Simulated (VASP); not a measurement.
Input:

```
CELL_PARAMETERS angstrom
      0.00000     3.01703     3.01703
      3.01703     0.00000     3.01703
      3.01703     3.01703     0.00000
ATOMIC_POSITIONS crystal
  Al 0.25000 0.25000 0.25000
  Al 0.75000 0.75000 0.75000
  Pt 0.00000 0.00000 0.00000
```

Level of theory: RPBE GGA, VASP's PBE PAW potentials (set 64) (plane waves; VASP). Numerical set-up: 520 eV cut-off, 9×9×9 Γ-centred mesh, first-order Methfessel-Paxton smearing of 0.10 eV, potentials Al Pt.

Q: Give the stress tensor in GPa (positive for a compressed cell).

A: 
```
-3.50   0.00   0.00
 0.00  -3.50   0.00
 0.00   0.00  -3.50
```
The pressure is its mean diagonal, -3.50 GPa.

The compound is PtAl2 in the fluorite structure. This cell is one point of a volume scan, at 1.03 of the reference volume.
